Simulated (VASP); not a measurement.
Level of theory: LDA (Ceperley-Alder, Perdew-Zunger), VASP's LDA PAW potentials (set 64) (plane waves; VASP).

Input for VASP

### KPOINTS
```
kpoints
0
gamma
  12 12 9
0 0 0
```

INCAR:
```
SYSTEM = FePt
PREC = Accurate; ENCUT = 520; LREAL = .FALSE.
LASPH = .TRUE.
EDIFF = 1E-6; NELM = 100; ALGO = Normal
LMAXMIX = 6
ISMEAR = 1; SIGMA = 0.1
MAGMOM = 3.0 0.0
ISPIN = 2
IBRION = 2; NSW = 60; ISIF = 3
EDIFFG = -0.01
LWAVE = .FALSE.; LCHARG = .FALSE.; LORBIT = 10
```

**POSCAR**
```
FePt
1.0
  2.7200000000   0.0000000000   0.0000000000
  0.0000000000   2.7200000000   0.0000000000
  0.0000000000   0.0000000000   3.7100000000
Fe Pt
1 1
Cartesian
  0.0000000000   0.0000000000   0.0000000000
  1.3600000000   1.3600000000   1.8550000000
```

POTCAR, in this order: Fe Pt (LDA.64 set). Program: vasp_std.

Output

File OUTCAR:
```
 ion  position               nearest neighbor table
   1  0.000  0.000  0.000-   2 2.67   2 2.67   2 2.67   2 2.67   2 2.67   2 2.67   2 2.67   2 2.67
  LATTYP: Found a simple tetragonal cell.
 ALAT       =     2.7200000000
 C/A-ratio  =     1.3639705882
 Subroutine PRICEL returns:
 Original cell was already a primitive cell.
 Subroutine GETGRP returns: Found 16 space group operations
The static configuration has the point symmetry D_4h.
The dynamic configuration has the point symmetry D_4h.
The overall configuration has the point symmetry D_4h.
 Subroutine INISYM returns: Found 16 space group operations
 Subroutine IBZKPT returns following result:
 Found    140 irreducible k-points:

 Following reciprocal coordinates:
            Coordinates               Weight
  0.000000  0.000000  0.000000      1.000000
  0.083333  0.000000  0.000000      4.000000
  0.166667  0.000000  0.000000      4.000000
  0.250000  0.000000  0.000000      4.000000
  0.333333  0.000000  0.000000      4.000000
  0.416667  0.000000  0.000000      4.000000
  0.500000  0.000000  0.000000      2.000000
  0.083333  0.083333  0.000000      4.000000
  0.166667  0.083333  0.000000      8.000000
  0.250000  0.083333  0.000000      8.000000
  0.333333  0.083333  0.000000      8.000000
  0.416667  0.083333  0.000000      8.000000
  0.500000  0.083333  0.000000      4.000000
  0.166667  0.166667  0.000000      4.000000
  0.250000  0.166667  0.000000      8.000000
  0.333333  0.166667  0.000000      8.000000
  0.416667  0.166667  0.000000      8.000000
  0.500000  0.166667  0.000000      4.000000
  0.250000  0.250000  0.000000      4.000000
  0.333333  0.250000  0.000000      8.000000
  0.416667  0.250000  0.000000      8.000000
  0.500000  0.250000  0.000000      4.000000
  0.333333  0.333333  0.000000      4.000000
  0.416667  0.333333  0.000000      8.000000
  0.500000  0.333333  0.000000      4.000000
  0.416667  0.416667  0.000000      4.000000
  0.500000  0.416667  0.000000      4.000000
  0.500000  0.500000  0.000000      1.000000
  0.000000  0.000000  0.111111      2.000000
  0.083333  0.000000  0.111111      8.000000
  0.166667  0.000000  0.111111      8.000000
  0.250000  0.000000  0.111111      8.000000
  0.333333  0.000000  0.111111      8.000000
  0.416667  0.000000  0.111111      8.000000
  0.500000  0.000000  0.111111      4.000000
  0.083333  0.083333  0.111111      8.000000
  0.166667  0.083333  0.111111     16.000000
  0.250000  0.083333  0.111111     16.000000
  0.333333  0.083333  0.111111     16.000000
  0.416667  0.083333  0.111111     16.000000
   k-points           NKPTS =    140   k-points in BZ     NKDIM =    140   number of bands    NBANDS=     15
   number of dos      NEDOS =    301   number of ions     NIONS =      2
   total plane-waves  NPLWV =  11200
   dimension x,y,z NGX =    20 NGY =   20 NGZ =   28
   dimension x,y,z NGXF=    40 NGYF=   40 NGZF=   56
   ions per type =               1   1
   PREC   = accura    normal or accurate (medium, high low for compatibility)
   ISTART =      0    job   : 0-new  1-cont  2-samecut
   ICHARG =      2    charge: 1-file 2-atom 10-const
   ISPIN  =      2    spin polarized calculation?
   LNONCOLLINEAR =      F non collinear calculations
   LSORBIT =      F    spin-orbit coupling
   INIWAV =      1    electr: 0-lowe 1-rand  2-diag
   ENCUT  =  520.0 eV  38.22 Ry    6.18 a.u.   5.06  5.06  6.90*2*pi/ulx,y,z
   NELM   =    100;   NELMIN=  2; NELMDL= -5     # of ELM steps
   EDIFF  = 0.1E-05   stopping-criterion for ELM
   LREAL  =      F    real-space projection
   NLSPLINE    = F    spline interpolate recip. space projectors
...
```

OSZICAR:
```
...
DAV:  15    -0.169506166568E+02    0.37574E-06   -0.76851E-07  5197   0.234E-02
   1 F= -.16950617E+02 E0= -.16950488E+02  d E =-.169506E+02  mag=     3.1740
       N       E                     dE             d eps       ncg     rms          rms(c)
DAV:   1    -0.203091318492E+02   -0.33585E+01   -0.62808E+01  8610   0.110E+02    0.193E+01
DAV:   2    -0.169111230744E+02    0.33980E+01   -0.74999E+00  9723   0.364E+01    0.743E+00
DAV:   3    -0.168190281814E+02    0.92095E-01   -0.29822E-01 10383   0.613E+00    0.418E+00
DAV:   4    -0.168199583278E+02   -0.93015E-03   -0.97490E-02 11535   0.857E+00    0.158E+00
DAV:   5    -0.168140018766E+02    0.59565E-02   -0.72368E-02 10304   0.819E+00    0.188E+00
DAV:   6    -0.168086309374E+02    0.53709E-02   -0.15447E-02 11780   0.262E+00    0.887E-01
DAV:   7    -0.168068830881E+02    0.17478E-02   -0.75434E-03 12890   0.179E+00    0.334E-01
DAV:   8    -0.168069621053E+02   -0.79017E-04   -0.56564E-04 11682   0.256E-01    0.125E-01
DAV:   9    -0.168069702126E+02   -0.81074E-05   -0.42703E-05 10343   0.824E-02    0.338E-02
DAV:  10    -0.168069774014E+02   -0.71887E-05   -0.46246E-06 11415   0.266E-02    0.245E-02
DAV:  11    -0.168069776441E+02   -0.24272E-06   -0.26742E-06  7180   0.433E-02
   2 F= -.16806978E+02 E0= -.16807016E+02  d E =0.143639E+00  mag=     2.6530
       N       E                     dE             d eps       ncg     rms          rms(c)
DAV:   1    -0.185456739290E+02   -0.17387E+01   -0.28184E+01  8526   0.789E+01    0.965E+00
DAV:   2    -0.170493564534E+02    0.14963E+01   -0.36769E+00  9793   0.274E+01    0.609E+00
DAV:   3    -0.170633019021E+02   -0.13945E-01   -0.29400E-01 11137   0.130E+01    0.491E+00
DAV:   4    -0.170201223816E+02    0.43180E-01   -0.17361E-01 10915   0.129E+01    0.184E+00
DAV:   5    -0.170125950779E+02    0.75273E-02   -0.47150E-02 10103   0.609E+00    0.151E+00
DAV:   6    -0.170070387017E+02    0.55564E-02   -0.10413E-02 12628   0.231E+00    0.213E-01
DAV:   7    -0.170072228493E+02   -0.18415E-03   -0.58167E-04  9471   0.240E-01    0.785E-02
DAV:   8    -0.170072346374E+02   -0.11788E-04   -0.45160E-05 12361   0.941E-02    0.534E-02
DAV:   9    -0.170072397973E+02   -0.51599E-05   -0.12723E-05 11240   0.606E-02    0.123E-02
DAV:  10    -0.170072402457E+02   -0.44837E-06   -0.76431E-07  5257   0.126E-02
   3 F= -.17007240E+02 E0= -.17007345E+02  d E =-.566236E-01  mag=     3.0397
       N       E                     dE             d eps       ncg     rms          rms(c)
DAV:   1    -0.170082884610E+02   -0.10487E-02   -0.16109E-02  8561   0.184E+00    0.241E-01
DAV:   2    -0.170073983035E+02    0.89016E-03   -0.21187E-03  9583   0.670E-01    0.141E-01
DAV:   3    -0.170074042796E+02   -0.59761E-05   -0.10826E-04 11200   0.237E-01    0.102E-01
DAV:   4    -0.170073884924E+02    0.15787E-04   -0.79019E-05 11080   0.258E-01    0.356E-02
DAV:   5    -0.170073834236E+02    0.50688E-05   -0.25380E-05 10185   0.146E-01    0.282E-02
DAV:   6    -0.170073804546E+02    0.29690E-05   -0.52113E-06 11700   0.452E-02    0.411E-03
DAV:   7    -0.170073805430E+02   -0.88389E-07   -0.30645E-07  4391   0.597E-03
   4 F= -.17007381E+02 E0= -.17007483E+02  d E =-.567639E-01  mag=     3.0351
       N       E                     dE             d eps       ncg     rms          rms(c)
DAV:   1    -0.170075599387E+02   -0.17948E-03   -0.34398E-03  8561   0.849E-01    0.111E-01
DAV:   2    -0.170073708071E+02    0.18913E-03   -0.45090E-04  9625   0.310E-01    0.655E-02
DAV:   3    -0.170073722414E+02   -0.14343E-05   -0.22953E-05 11264   0.109E-01    0.469E-02
DAV:   4    -0.170073689391E+02    0.33023E-05   -0.16768E-05 11076   0.119E-01    0.164E-02
DAV:   5    -0.170073678984E+02    0.10407E-05   -0.53907E-06  9331   0.676E-02    0.131E-02
DAV:   6    -0.170073672736E+02    0.62475E-06   -0.86783E-07  5614   0.210E-02
   5 F= -.17007367E+02 E0= -.17007469E+02  d E =-.567506E-01  mag=     3.0330
       N       E                     dE             d eps       ncg     rms          rms(c)
DAV:   1    -0.170125795970E+02   -0.52117E-02   -0.22189E-01  9422   0.388E+00    0.436E-01
DAV:   2    -0.170118743976E+02    0.70520E-03   -0.13187E-02 11725   0.302E+00    0.606E-01
DAV:   3    -0.170093765285E+02    0.24979E-02   -0.67534E-03 10729   0.248E+00    0.210E-01
DAV:   4    -0.170088506912E+02    0.52584E-03   -0.76030E-04 11641   0.337E-01    0.854E-02
DAV:   5    -0.170088278882E+02    0.22803E-04   -0.66774E-05 12568   0.168E-01    0.294E-02
DAV:   6    -0.170088234124E+02    0.44758E-05   -0.36290E-06  9112   0.242E-02    0.129E-02
DAV:   7    -0.170088227208E+02    0.69155E-06   -0.69095E-07  4848   0.132E-02
   6 F= -.17008823E+02 E0= -.17008966E+02  d E =-.145545E-02  mag=     3.0236
       N       E                     dE             d eps       ncg     rms          rms(c)
DAV:   1    -0.170140962171E+02   -0.52728E-02   -0.30246E-01  9387   0.453E+00    0.511E-01
DAV:   2    -0.170129694021E+02    0.11268E-02   -0.17663E-02 11661   0.351E+00    0.685E-01
DAV:   3    -0.170096682297E+02    0.33012E-02   -0.91453E-03 10706   0.290E+00    0.250E-01
DAV:   4    -0.170089140198E+02    0.75421E-03   -0.10950E-03 11816   0.416E-01    0.983E-02
DAV:   5    -0.170088855984E+02    0.28421E-04   -0.89631E-05 12621   0.188E-01    0.311E-02
DAV:   6    -0.170088800438E+02    0.55547E-05   -0.45741E-06  9512   0.277E-02    0.145E-02
DAV:   7    -0.170088790402E+02    0.10036E-05   -0.94716E-07  5421   0.150E-02    0.439E-03
DAV:   8    -0.170088790636E+02   -0.23488E-07   -0.14093E-07  4361   0.624E-03
   7 F= -.17008879E+02 E0= -.17009016E+02  d E =-.151179E-02  mag=     3.0142
       N       E                     dE             d eps       ncg     rms          rms(c)
DAV:   1    -0.170102511206E+02   -0.13721E-02   -0.67768E-02  9387   0.215E+00    0.239E-01
DAV:   2    -0.170099542779E+02    0.29684E-03   -0.36622E-03 11609   0.165E+00    0.311E-01
DAV:   3    -0.170092725034E+02    0.68177E-03   -0.19778E-03 10716   0.132E+00    0.120E-01
DAV:   4    -0.170091001947E+02    0.17231E-03   -0.24551E-04 11764   0.194E-01    0.454E-02
DAV:   5    -0.170090943617E+02    0.58331E-05   -0.21050E-05 12557   0.911E-02    0.139E-02
DAV:   6    -0.170090931801E+02    0.11816E-05   -0.93722E-07  5010   0.140E-02    0.678E-03
DAV:   7    -0.170090929470E+02    0.23303E-06   -0.34503E-07  4369   0.643E-03
   8 F= -.17009093E+02 E0= -.17009242E+02  d E =-.172567E-02  mag=     3.0184
       N       E                     dE             d eps       ncg     rms          rms(c)
DAV:   1    -0.170120575354E+02   -0.29644E-02   -0.54352E-02  8505   0.336E+00    0.443E-01
DAV:   2    -0.170090136832E+02    0.30439E-02   -0.72664E-03  9737   0.118E+00    0.258E-01
DAV:   3    -0.170090172486E+02   -0.35654E-05   -0.21960E-04 11025   0.268E-01    0.160E-01
DAV:   4    -0.170089957458E+02    0.21503E-04   -0.14453E-04 11188   0.350E-01    0.585E-02
DAV:   5    -0.170089828934E+02    0.12852E-04   -0.82223E-05 10257   0.264E-01    0.518E-02
DAV:   6    -0.170089726179E+02    0.10275E-04   -0.19002E-05 12270   0.999E-02    0.760E-03
DAV:   7    -0.170089728751E+02   -0.25722E-06   -0.92299E-07  5101   0.152E-02
   9 F= -.17008973E+02 E0= -.17009117E+02  d E =0.120072E-03  mag=     3.0273
       N       E                     dE             d eps       ncg     rms          rms(c)
DAV:   1    -0.170105144418E+02   -0.15418E-02   -0.24244E-02  8505   0.224E+00    0.298E-01
DAV:   2    -0.170091598145E+02    0.13546E-02   -0.32092E-03  9667   0.791E-01    0.171E-01
DAV:   3    -0.170091632429E+02   -0.34284E-05   -0.12143E-04 11124   0.219E-01    0.112E-01
DAV:   4    -0.170091494512E+02    0.13792E-04   -0.84806E-05 11073   0.269E-01    0.396E-02
DAV:   5    -0.170091427026E+02    0.67486E-05   -0.36860E-05 10215   0.177E-01    0.333E-02
DAV:   6    -0.170091382271E+02    0.44755E-05   -0.80104E-06 12171   0.623E-02    0.516E-03
DAV:   7    -0.170091383395E+02   -0.11239E-06   -0.38937E-07  4396   0.100E-02
  10 F= -.17009138E+02 E0= -.17009286E+02  d E =-.453924E-04  mag=     3.0214
```

File OUTCAR:
```
------------------------ aborting loop because EDIFF is reached ----------------------------------------
  FORCE on cell =-STRESS in cart. coord.  units (eV):
  Direction    XX          YY          ZZ          XY          YZ          ZX
  --------------------------------------------------------------------------------------
  Total       -0.0035998     -0.0035998     -0.0009613      0.0000000     -0.0000000     -0.0000000
  in kB       -0.2216395     -0.2216395     -0.0591840      0.0000000     -0.0000000     -0.0000000
  external PRESSURE =      -0.1674877 kB  Pullay stress =       0.0000000 kB
  volume of cell :       26.02
      direct lattice vectors                 reciprocal lattice vectors
     2.656749400 -0.000000000 -0.000000000     0.376399821 -0.000000000  0.000000000
     0.000000000  2.656749400  0.000000000    -0.000000000  0.376399821 -0.000000000
    -0.000000000  0.000000000  3.686771625     0.000000000 -0.000000000  0.271240017
 POSITION                                       TOTAL-FORCE (eV/Angst)
 -----------------------------------------------------------------------------------
     -0.00000      0.00000      3.68677        -0.000000      0.000000      0.000000
      1.32837      1.32837      1.84339         0.000000     -0.000000      0.000000
 -----------------------------------------------------------------------------------
    total drift:                               -0.000000      0.000000      0.000000
  FREE ENERGIE OF THE ION-ELECTRON SYSTEM (eV)
  ---------------------------------------------------
  free  energy   TOTEN  =       -17.0091383395 eV

  energy  without entropy=      -17.0095806586  energy(sigma->0) =      -17.00928578

 total charge

# of ion       s       p       d       tot
------------------------------------------
    1        0.431   0.497   6.216   7.145
    2        0.745   0.735   8.088   9.569
--------------------------------------------------
tot          1.177   1.232  14.305  16.713

 magnetization (x)

# of ion       s       p       d       tot
------------------------------------------
    1       -0.000  -0.002   2.663   2.661
    2       -0.022  -0.058   0.386   0.306
--------------------------------------------------
tot         -0.022  -0.059   3.049   2.967

 reached required accuracy - stopping structural energy minimisation
```
(Selected blocks of OUTCAR.)

**CONTCAR**
```
FePt
   1.00000000000000
     2.6567494002724055   -0.0000000000000000   -0.0000000000000000
     0.0000000000000000    2.6567494002724055    0.0000000000000000
    -0.0000000000000000    0.0000000000000000    3.6867716252440736
  Fe              Pt
     1     1
Direct
     0.0000000000000000    0.0000000000000000    1.0000000000000000
     0.5000000000000000    0.5000000000000000    0.5000000000000000
```

OUTCAR:
```
 val. band max:        9.3210741837   @ k =   0.5000   0.3333   0.2222

 cond. band min:       9.3281743586   @ k =   0.4167   0.4167   0.1111


 Fermi energy:         9.3275225370

 spin component 1

 k-point     1 :       0.0000    0.0000    0.0000
  band No.  band energies     occupation
      1      -0.7328      1.00000
      2       2.5892      1.00000
      3       2.6566      1.00000
      4       5.9160      1.00000
      5       5.9160      1.00000
      6       6.4863      1.00000
      7       7.5799      1.00000
      8       7.6764      1.00000
      9       9.0362      1.00015
     10       9.2646      0.93282
     11       9.2646      0.93282
     12      11.4511      0.00000
     13      19.6284      0.00000
     14      21.5891      0.00000
     15      21.5891      0.00000

 k-point     2 :       0.0833    0.0000    0.0000
  band No.  band energies     occupation
      1      -0.5382      1.00000
      2       2.6848      1.00000
      3       2.8076      1.00000
      4       5.8121      1.00000
      5       5.9740      1.00000
      6       6.5400      1.00000
      7       7.5211      1.00000
      8       7.6762      1.00000
      9       8.5940      1.00000
     10       8.8564      1.00000
     11       9.2114      1.03479
     12      12.3137      0.00000
     13      19.4452      0.00000
     14      20.7217      0.00000
     15      21.9562      0.00000

 k-point     3 :       0.1667    0.0000    0.0000
  band No.  band energies     occupation
      1       0.0117      1.00000
      2       2.9082      1.00000
      3       3.2902      1.00000
      4       5.5116      1.00000
      5       6.1442      1.00000
      6       6.6496      1.00000
      7       7.3566      1.00000
      8       7.6093      1.00000
      9       7.7242      1.00000
     10       8.4094      1.00000
     11       9.0540      1.00038
     12      13.8890      0.00000
     13      18.1163      0.00000
...
```

Energy and stress use the plane-wave basis of the starting cell. Unless said otherwise, spin-orbit coupling is left out, though it shifts the bands of the heavy elements here.

The compound is FePt in the L1_0 structure. This run relaxes it. Symmetry was kept, so distortions that lower it aren't found.
